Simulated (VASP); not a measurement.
# HfSi2B4 (Pm) in VASP: further runs

One crystal, HfSi2B4, is run at these levels: PBE; tasks: equation of state.

All numbers are computed with VASP 6.6.1; they aren't measurements. Logs are shortened: lines on timing, memory, paths and dates and some standing lists are left out, and cuts for length are marked.

### Step 1. The crystal as given

It takes space group Pm (No. 6, monoclinic). Conventional cell: a = 5.479 Å, b = 3.104 Å, c = 9.303 Å, α = 90.00°, β = 90.15°, γ = 90.00°. Around Hf (site symmetry m) lie 12 B at 2.45 to 2.55 Å. Hf (site symmetry m) is surrounded by 12 B at 2.45 to 2.56 Å. Around Si (site symmetry m) lie 1 B at 1.99 Å. Si (site symmetry m) is surrounded by 1 B at 2.02 Å and 1 Si at 2.30 Å. Si (site symmetry m) has 1 B at 2.05 Å as nearest neighbours. Around Si (site symmetry m) lie 1 B at 2.01 Å. B (site symmetry m) is surrounded by 3 B at 1.78 to 1.81 Å. B (site symmetry m) has 3 B at 1.81 to 1.87 Å as nearest neighbours.

The cell was built by a generator and needn't be a form met in nature.

### Step 2. Equation of state, PBE, 11.30 Å³/atom

File INCAR:

```
  PREC = Accurate
  ENCUT = 520
  EDIFF = 1E-6
  ISMEAR = 0
  SIGMA = 0.1
  LREAL = F
  LASPH = T
  NELM = 100
  ALGO = Normal
  ISIF = 4
  LWAVE = F
  LCHARG = F
  GGA = PE
  IBRION = 2
  NSW = 30
  EDIFFG = -0.02
  KPAR = 8
```

File KPOINTS:

```
Automatic mesh
0
Gamma
  6 10 4
```

File POSCAR:

```
HfSi2B4
1.0
    5.4787120000      0.0000000000      0.0000000000
    0.0000000000      3.1037410000      0.0000000000
   -0.0246560000      0.0000000000      9.3026020000
Hf Si B
2 4 8
Direct
    0.9795550000      0.0000000000      0.9946360000
    0.4819550000      0.5000000000      0.9968530000
    0.1911440000      0.0000000000      0.3787240000
    0.7722040000      0.0000000000      0.3907590000
    0.7242270000      0.5000000000      0.5931880000
    0.3866720000      0.0000000000      0.6025190000
    0.1476890000      0.5000000000      0.8175030000
    0.6475440000      0.0000000000      0.8180600000
    0.3071570000      0.0000000000      0.8129000000
    0.8179820000      0.5000000000      0.8063900000
    0.3180110000      0.0000000000      0.1785970000
    0.8158190000      0.5000000000      0.1805040000
    0.1479730000      0.5000000000      0.1885490000
    0.6485410000      0.0000000000      0.1864570000
```

Potentials or basis: VASP PAW PBE potentials, release 64 (Hf_pv, Si, B).

Run with:

```console
> cat potpaw_PBE.64/Hf_pv/POTCAR potpaw_PBE.64/Si/POTCAR potpaw_PBE.64/B/POTCAR > POTCAR
> mpirun -np 8 vasp_std > vasp.out
```

OUTCAR:

```text
PREC = Accurate
   ENCUT = 520
   EDIFF = 1E-6
   ISMEAR = 0
   LREAL = F
   LASPH = T
   NELM = 100
   ISIF = 4
   GGA = PE
   IBRION = 2
   NSW = 30
   EDIFFG = -0.02

 ion  position               nearest neighbor table
   1  0.980  0.000  0.995-   7 2.45   7 2.45   8 2.45   9 2.47  12 2.49  12 2.49  10 2.50  10 2.50
                            11 2.52  14 2.55  13 2.55  13 2.55   2 3.14   2 3.14   2 3.16   2 3.16
   2  0.482  0.500  0.997-   8 2.45   8 2.45  11 2.47  11 2.47   7 2.47   9 2.50   9 2.50  12 2.50
                            14 2.52  14 2.52  13 2.56  10 2.56   1 3.14   1 3.14   1 3.16   1 3.16
   3  0.191  0.000  0.379-  11 1.99   4 2.30   6 2.34  13 2.36  13 2.36
   4  0.772  0.000  0.391-  14 2.02   3 2.30   5 2.45   5 2.45  12 2.51  12 2.51   6 2.89
   5  0.724  0.500  0.593-  10 2.05   6 2.42   6 2.42   4 2.45   4 2.45   8 2.64   8 2.64
   6  0.387  0.000  0.603-   9 2.01   3 2.34   5 2.42   5 2.42   8 2.46   4 2.89
   7  0.148  0.500  0.818-   9 1.78   9 1.78  10 1.81   1 2.45   1 2.45   2 2.47
   8  0.648  0.000  0.818-  10 1.81  10 1.81   9 1.87   1 2.45   2 2.45   2 2.45   6 2.46   5 2.64
                             5 2.64
   9  0.307  0.000  0.813-   7 1.78   7 1.78   8 1.87   6 2.01   1 2.47   2 2.50   2 2.50
  10  0.818  0.500  0.806-   7 1.81   8 1.81   8 1.81   5 2.05   1 2.50   1 2.50   2 2.56
  11  0.318  0.000  0.179-  14 1.81  13 1.81  13 1.81   3 1.99   2 2.47   2 2.47   1 2.52
  12  0.816  0.500  0.181-  14 1.80  14 1.80  13 1.82   1 2.49   1 2.49   2 2.50   4 2.51   4 2.51

  13  0.148  0.500  0.189-  11 1.81  11 1.81  12 1.82   3 2.36   3 2.36   1 2.55   1 2.55   2 2.56

  14  0.649  0.000  0.186-  12 1.80  12 1.80  11 1.81   4 2.02   2 2.52   2 2.52   1 2.55

  LATTYP: Found a simple monoclinic cell.
 ALAT       =     5.4787120000
 B/A-ratio  =     0.5665092452
 C/A-ratio  =     1.6979601546
 COS(beta)  =    -0.0026504319

  Lattice vectors:

 A1 = (   5.4787120000,   0.0000000000,   0.0000000000)
 A2 = (   0.0000000000,   3.1037410000,   0.0000000000)
 A3 = (  -0.0246560000,   0.0000000000,   9.3026020000)

Analysis of symmetry for initial positions (statically):
=====================================================================
 Subroutine PRICEL returns:
 Original cell was already a primitive cell.

 Routine SETGRP: Setting up the symmetry group for a
 simple monoclinic supercell.

 Subroutine GETGRP returns: Found  2 space group operations
 (whereof  2 operations were pure point group operations)
 out of a pool of  4 trial point group operations.

The static configuration has the point symmetry C_1h.

Analysis of symmetry for dynamics (positions and initial velocities):
=====================================================================
 Subroutine PRICEL returns:
 Original cell was already a primitive cell.

 Routine SETGRP: Setting up the symmetry group for a
 simple monoclinic supercell.

 Subroutine GETGRP returns: Found  2 space group operations
 (whereof  2 operations were pure point group operations)
 out of a pool of  4 trial point group operations.

The dynamic configuration has the point symmetry C_1h.

 Subroutine INISYM returns: Found  2 space group operations
 (whereof  2 operations are pure point group operations),
 and found     1 'primitive' translations

----------------------------------------------------------------------------------------

                                     Primitive cell

  volume of cell :     158.1861

  direct lattice vectors                    reciprocal lattice vectors
     5.478712000  0.000000000  0.000000000     0.182524652  0.000000000  0.000483771
     0.000000000  3.103741000  0.000000000     0.000000000  0.322191832  0.000000000
    -0.024656000  0.000000000  9.302602000     0.000000000  0.000000000  0.107496806

  length of vectors
     5.478712000  3.103741000  9.302634675     0.182525293  0.322191832  0.107496806

  position of ions in fractional coordinates (direct lattice)
     0.979555000  0.000000000  0.994636000
     0.481955000  0.500000000  0.996853000
     0.191144000  0.000000000  0.378724000
     0.772204000  0.000000000  0.390759000
     0.724227000  0.500000000  0.593188000
     0.386672000  0.000000000  0.602519000
     0.147689000  0.500000000  0.817503000
     0.647544000  0.000000000  0.818060000
     0.307157000  0.000000000  0.812900000
     0.817982000  0.500000000  0.806390000
[... 33 lines left out ...]
     0.030420775  0.000000000  0.000080628     0.166666667  0.000000000 -0.000000000
     0.000000000  0.032219183  0.000000000     0.000000000  0.100000000  0.000000000
     0.000000000  0.000000000  0.026874201     0.000000000  0.000000000  0.250000000

  Length of vectors
     0.030420882  0.032219183  0.026874201

  Shift w.r.t. Gamma in fractional coordinates (k-lattice)
     0.000000000  0.000000000  0.000000000

 Subroutine IBZKPT returns following result:
 ===========================================

 Found     84 irreducible k-points:

 Following reciprocal coordinates:
            Coordinates               Weight
  0.000000  0.000000  0.000000      1.000000
  0.166667  0.000000  0.000000      2.000000
  0.333333  0.000000  0.000000      2.000000
  0.500000  0.000000  0.000000      1.000000
  0.000000  0.100000  0.000000      2.000000
  0.166667  0.100000  0.000000      4.000000
[... 16 lines left out ...]
  0.333333  0.500000  0.000000      2.000000
  0.500000  0.500000  0.000000      1.000000
 [... further k-points ...]
   k-points           NKPTS =     84   k-points in BZ     NKDIM =     84   number of bands    NBANDS=     38
   number of dos      NEDOS =    301   number of ions     NIONS =     14
   total plane-waves  NPLWV =  70560
   dimension x,y,z NGX =    42 NGY =   24 NGZ =   70
   dimension x,y,z NGXF=    84 NGYF=   48 NGZF=  140
   ions per type =               2   4   8
   NGX,Y,Z   is equivalent  to a cutoff of  12.74, 12.86, 12.51 a.u.
   NGXF,Y,Z  is equivalent  to a cutoff of  25.49, 25.71, 25.02 a.u.
 SYSTEM =  unknown system
   PREC   = accura    normal or accurate (medium, high low for compatibility)
   ISTART =      0    job   : 0-new  1-cont  2-samecut
   ICHARG =      2    charge: 1-file 2-atom 10-const
   ISPIN  =      1    spin polarized calculation?
   LNONCOLLINEAR =      F non collinear calculations
   LSORBIT =      F    spin-orbit coupling
   LASPH  =      T    aspherical Exc in radial PAW
   ENCUT  =  520.0 eV  38.22 Ry    6.18 a.u.  10.19  5.77 17.30*2*pi/ulx,y,z
   NELM   =    100;   NELMIN=  2; NELMDL= -5     # of ELM steps
   EDIFF  = 0.1E-05   stopping-criterion for ELM
   LREAL  =      F    real-space projection
   EDIFFG = -.2E-01   stopping-criterion for IOM
   NSW    =     30    number of steps for IOM
   IBRION =      2    ionic relax: 0-MD 1-quasi-New 2-CG
   NFREE  =      1    steps in history (QN), initial steepest desc. (CG)
   ISIF   =      4    stress and relaxation
   ISYM   =      2    0-nonsym 1-usesym 2-fastsym
   POTIM  = 0.5000    time-step for ionic-motion
   TEBEG  =    0.0;   TEEND  =   0.0 temperature during run
   PSTRESS=    0.0 pullay stress
   NELECT =      60.0000    total number of electrons
   NUPDOWN=      -1.0000    fix difference up-down
   EMIN   =  10.00;   EMAX   =-10.00  energy-range for DOS
   EFERMI =   0.00;   METHOD = LEGACY
   ISMEAR =     0;   SIGMA  =   0.10  broadening in eV -4-tet -1-fermi 0-gaus
   EFERMI_NEDOS =   21; number of points for ismear=-14 and -15
   IALGO  =     38    algorithm
   IMIX   =      4    mixing-type and parameters
     AMIX     =   0.40;   BMIX     =  1.00
     AMIX_MAG =   1.60;   BMIX_MAG =  1.00
  volume/ion in A,a.u.               =      11.30        76.25
  Fermi-wavevector in a.u.,A,eV,Ry     =   1.185048  2.239415 19.107175  1.404338
  Thomas-Fermi vector in A             =   2.321249
   LORBIT       =      0    0 simple, 1 ext, 2 COOP (PROOUT), +10 PAW based schemes
   GGA     = PE    functional components
   LHFCALC =     F    Hartree Fock is set to
   AEXX    =    0.0000 exact exchange contribution
   IVDW    =     0    specifies the selected vdW correction
   LEPSILON=     F    determine dielectric tensor
   LRPA    =     F    only Hartree local field effects (RPA)
 conjugate gradient relaxation of ions
 non-spin polarized calculation
 Gauss-broadening in eV      SIGMA  =   0.10
  energy-cutoff  :      520.00
  volume of cell :      158.19
 maximum number of plane-waves:      4288
 NGX is ok and might be reduce to    42
   NGX = 21   NGY = 11   NGZ = 35

--------------------------------------- Ionic step        1  -------------------------------------------

 number of electron      60.0000001 magnetization

 Free energy of the ion-electron system (eV)
  ---------------------------------------------------
  ext. energy  EPLUGINS =         0.00000000
  ---------------------------------------------------
  free energy    TOTEN  =       -97.52738510 eV

  energy without entropy =      -97.51727372  energy(sigma->0) =      -97.52232941

------------------------ aborting loop because EDIFF is reached ----------------------------------------

  FORCE on cell =-STRESS in cart. coord.  units (eV):
  Direction    XX          YY          ZZ          XY          YZ          ZX
  --------------------------------------------------------------------------------------
  -------------------------------------------------------------------------------------
  Total       -0.9069432      1.3318358     -0.2058238      0.0000000      0.0000000     -0.2363232
  in kB       -9.1859121     13.4894074     -2.0846723      0.0000000      0.0000000     -2.3935833
  external PRESSURE =       0.7396077 kB  Pullay stress =       0.0000000 kB
[... 323 lines left out ...]
--------------------------------------- Ionic step        8  -------------------------------------------

 number of electron      60.0000000 magnetization

 Free energy of the ion-electron system (eV)
  ---------------------------------------------------
  ext. energy  EPLUGINS =         0.00000000
  ---------------------------------------------------
  free energy    TOTEN  =       -97.53706118 eV

  energy without entropy =      -97.52740881  energy(sigma->0) =      -97.53223500

 E-fermi :   7.2213     XC(G=0): -11.3718

 val. band max:        7.2056691022   @ k =   0.5000   0.2000   0.2500
 cond. band min:       7.2261725650   @ k =  -0.1667   0.2000   0.2500
 fundamental gap:      0.0205034628
 Fermi energy:         7.2213005552

 k-point     1 :       0.0000    0.0000    0.0000
  band No.  band energies     occupation
      1     -23.3739      2.00000
      2     -23.1843      2.00000
      3     -23.0320      2.00000
      4     -22.7702      2.00000
      5     -22.6298      2.00000
      6     -22.6024      2.00000
[... 973 lines left out ...]
     37      10.4985      0.00000
     38      10.8370      0.00000

 [... further k-points ...]

------------------------ aborting loop because EDIFF is reached ----------------------------------------

  FORCE on cell =-STRESS in cart. coord.  units (eV):
  Direction    XX          YY          ZZ          XY          YZ          ZX
  --------------------------------------------------------------------------------------
  -------------------------------------------------------------------------------------
  Total        0.1841343      0.2051084      0.2005287      0.0000000      0.0000000     -0.0281306
  in kB        1.8649913      2.0774261      2.0310408      0.0000000      0.0000000     -0.2849191
  external PRESSURE =       1.9911527 kB  Pullay stress =       0.0000000 kB
[... 29 lines left out ...]
  FREE ENERGIE OF THE ION-ELECTRON SYSTEM (eV)
  ---------------------------------------------------
  free  energy   TOTEN  =       -97.5370611829 eV

  energy  without entropy=      -97.5274088100  energy(sigma->0) =      -97.53223500

 reached required accuracy - stopping structural energy minimisation
```

Wall time 7.4 min (8 MPI ranks of Intel Xeon Platinum 8259CL at 2.50GHz (Skylake/Cascade Lake), shared host); peak memory 0.6 GiB.

What came out:

| Item | Value |
| --- | --- |
| Free energy | -97.5371 eV |
| Pressure | 0.2 GPa |
| Largest force | 0.019 eV/Å |
| Band gap on the k mesh | none (metal or under the smearing width) |

### Step 3. Equation of state, PBE, 10.96 Å³/atom (volume scaled by 0.97)

INCAR is that of step 2.

KPOINTS is that of step 2.

Changes to POSCAR since step 2:

```diff
@@ -2,5 +2,5 @@
 1.0
-    5.4787120000      0.0000000000      0.0000000000
-    0.0000000000      3.1037410000      0.0000000000
-   -0.0246560000      0.0000000000      9.3026020000
+    5.4233676909      0.0000000000      0.0000000000
+    0.0000000000      3.0723879372      0.0000000000
+   -0.0244069325      0.0000000000      9.2086298984
 Hf Si B
```

Potentials or basis: VASP PAW PBE potentials, release 64 (Hf_pv, Si, B).

Run with:

```console
> cat potpaw_PBE.64/Hf_pv/POTCAR potpaw_PBE.64/Si/POTCAR potpaw_PBE.64/B/POTCAR > POTCAR
> mpirun -np 8 vasp_std > vasp.out
```

Run time: 7.3 min. Hardware: 8 MPI ranks of Intel Xeon Platinum 8259CL at 2.50GHz (Skylake/Cascade Lake), shared host; peak memory 0.58 GiB.

Results (log left out):

```yaml
Free_energy: -97.4577 eV
Pressure: 5.2 GPa
Largest_force: 0.011 eV/Å
Band_gap_on_the_k_mesh: none (metal or under the smearing width)
```

### Step 4. Equation of state, PBE, 11.64 Å³/atom (volume scaled by 1.03)

INCAR is that of step 3.

KPOINTS is that of step 3.

Changes to POSCAR since step 3:

```diff
@@ -2,5 +2,5 @@
 1.0
-    5.4233676909      0.0000000000      0.0000000000
-    0.0000000000      3.0723879372      0.0000000000
-   -0.0244069325      0.0000000000      9.2086298984
+    5.5329602013      0.0000000000      0.0000000000
+    0.0000000000      3.1344731076      0.0000000000
+   -0.0249001347      0.0000000000      9.3947129607
 Hf Si B
```

Run with:

```console
> cat potpaw_PBE.64/Hf_pv/POTCAR potpaw_PBE.64/Si/POTCAR potpaw_PBE.64/B/POTCAR > POTCAR
> mpirun -np 8 vasp_std > vasp.out
```

Wall time 9.2 min (8 MPI ranks of Intel Xeon Platinum 8259CL at 2.50GHz (Skylake/Cascade Lake), shared host); peak memory 0.6 GiB.

It converged, with:

| Property | Result |
| --- | --- |
| Free energy | -97.4790 eV |
| Pressure | -4.1 GPa |
| Largest force | 0.020 eV/Å |
| Band gap on the k mesh | none (metal or under the smearing width) |

### Step 5. Equation of state, PBE, 10.62 Å³/atom (volume scaled by 0.94)

INCAR is that of step 4.

KPOINTS is that of step 4.

Changes to POSCAR since step 4:

```diff
@@ -2,5 +2,5 @@
 1.0
-    5.5329602013      0.0000000000      0.0000000000
-    0.0000000000      3.1344731076      0.0000000000
-   -0.0249001347      0.0000000000      9.3947129607
+    5.3668701689      0.0000000000      0.0000000000
+    0.0000000000      3.0403815687      0.0000000000
+   -0.0241526751      0.0000000000      9.1126996941
 Hf Si B
```

Run with:

```console
> cat potpaw_PBE.64/Hf_pv/POTCAR potpaw_PBE.64/Si/POTCAR potpaw_PBE.64/B/POTCAR > POTCAR
> mpirun -np 8 vasp_std > vasp.out
```

Wall time 9.5 min (8 MPI ranks of Intel Xeon Platinum 8259CL at 2.50GHz (Skylake/Cascade Lake), shared host); peak memory 0.57 GiB.

The run converged. Its results:

```yaml
Free_energy: -97.2213 eV
Pressure: 10.8 GPa
Largest_force: 0.016 eV/Å
Band_gap_on_the_k_mesh: none (metal or under the smearing width)
```

### Step 6. Equation of state, PBE, 11.98 Å³/atom (volume scaled by 1.06)

INCAR is that of step 5.

KPOINTS is that of step 5.

Changes to POSCAR since step 5:

```diff
@@ -2,5 +2,5 @@
 1.0
-    5.3668701689      0.0000000000      0.0000000000
-    0.0000000000      3.0403815687      0.0000000000
-   -0.0241526751      0.0000000000      9.1126996941
+    5.5861650056      0.0000000000      0.0000000000
+    0.0000000000      3.1646141211      0.0000000000
+   -0.0251395737      0.0000000000      9.4850522811
 Hf Si B
```

Potentials or basis: VASP PAW PBE potentials, release 64 (Hf_pv, Si, B).

Run with:

```console
> cat potpaw_PBE.64/Hf_pv/POTCAR potpaw_PBE.64/Si/POTCAR potpaw_PBE.64/B/POTCAR > POTCAR
> mpirun -np 8 vasp_std > vasp.out
```

Wall time 9.9 min (8 MPI ranks of Intel Xeon Platinum 8259CL at 2.50GHz (Skylake/Cascade Lake), shared host); peak memory 0.62 GiB.

It converged, with:

| Item | Value |
| --- | --- |
| Free energy | -97.3019 eV |
| Pressure | -7.9 GPa |
| Largest force | 0.018 eV/Å |
| Band gap on the k mesh | none (metal or under the smearing width) |
